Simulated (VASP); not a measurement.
A convergence study with VASP on Te (trig): one setting is varied, all else stays as given below, so the limit is that of these other settings.

```yaml
crystal:
  lattice:
    - [2.23000, -3.86247, 0.00000]
    - [2.23000, 3.86247, 0.00000]
    - [0.00000, 0.00000, 5.93000]
  atoms:
    - { symbol: Te, position: [0.00000, 0.26300, 0.66667] }
    - { symbol: Te, position: [0.73700, 0.73700, 0.00000] }
    - { symbol: Te, position: [0.26300, 0.00000, 0.33333] }
```

These are PBE GGA, VASP's PBE PAW potentials (set 64) (plane waves; VASP 6.6.1) values and carry that method's errors. The tightest run used: 550 eV cut-off, 15×15×9 Γ-centred mesh, tetrahedra with Blöchl corrections, potentials Te.

Task: The settings run are 3×3×2 mesh; 4×4×2 mesh; 5×5×3 mesh; 6×6×3 mesh; 7×7×4 mesh; 8×8×5 mesh; 9×9×5 mesh; 10×10×6 mesh; 11×11×6 mesh; 12×12×7 mesh; 13×13×7 mesh; 14×14×8 mesh; 15×15×9 mesh. From which on does the energy per atom stay within 0.001 eV/atom of the tightest run?

Result: From 7×7×4 mesh on: it is off by 0.0003 there and by no more than 0.001 in any finer run, while 6×6×3 mesh is off by 0.0020.
```
setting       E (eV/atom)  pressure (GPa)  largest force (eV/Å)  irreducible k-points  difference judged (eV/atom)
------------  -----------  --------------  --------------------  --------------------  ---------------------------
3×3×2 mesh        -3.0795            2.36                 0.095                     6                       0.0548
4×4×2 mesh        -3.1270            2.04                 0.203                     8                       0.0073
5×5×3 mesh        -3.1322            2.01                 0.340                    12                       0.0021
6×6×3 mesh        -3.1323            2.00                 0.344                    17                       0.0020
7×7×4 mesh        -3.1346            1.97                 0.317                    28                       0.0003
8×8×5 mesh        -3.1344            1.97                 0.325                    40                       0.0001
9×9×5 mesh        -3.1340            1.98                 0.325                    50                       0.0003
10×10×6 mesh      -3.1343            1.97                 0.325                    72                       0.0000
11×11×6 mesh      -3.1343            1.97                 0.325                    84                       0.0000
12×12×7 mesh      -3.1342            1.97                 0.325                   112                       0.0000
13×13×7 mesh      -3.1343            1.97                 0.325                   126                       0.0000
14×14×8 mesh      -3.1343            1.97                 0.326                   168                       0.0000
15×15×9 mesh      -3.1343            1.97                 0.325                   211                       0.0000
```

Left out are rungs that failed or repeat a setting and relaxations that didn't move; long series are thinned to 24 rows.

The compound is Te in the trig structure. The cell was not relaxed at this level, forces remain on its atoms.
